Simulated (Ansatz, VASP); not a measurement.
## Two plane-wave programs on CaMg

```xyz
2
Lattice="3.8723 0.0000 0.0000 -1.9362 3.3535 0.0000 0.0000 0.0000 5.0450" Properties=species:S:1:pos:R:3 pbc="T T T"
Ca    0.0000    0.0000    2.5225
Mg    1.9362    1.1178    0.0000
```

Alike in both runs: task single point; functional LDA; k mesh 18 × 18 × 10; occupations gaussian, width 0.15 eV; no spin polarisation.

|  | VASP | Ansatz |
| --- | --- | --- |
| version | VASP 6.6.1 | Ansatz 0.2.0 |
| potentials or method | VASP PAW LDA potentials, release 64 (Ca_sv, Mg) | scalar-relativistic, plane waves, PAW |
| plane-wave cutoff (eV) | 520 | 420 |
| valence electrons in the cell | 12 | 20 |

```tsv
	VASP	Ansatz	Ansatz less VASP
gap on the k mesh at the Fermi level (eV)	none	none	-
pressure (GPa)	-1.2	-1.1	+0.09
largest component of the traceless stress (GPa)	1.59	1.57	-0.020
```

A gap of «none» marks a metal or a gap that the smearing closes. The two sets of potentials don't hold the same shells in valence.
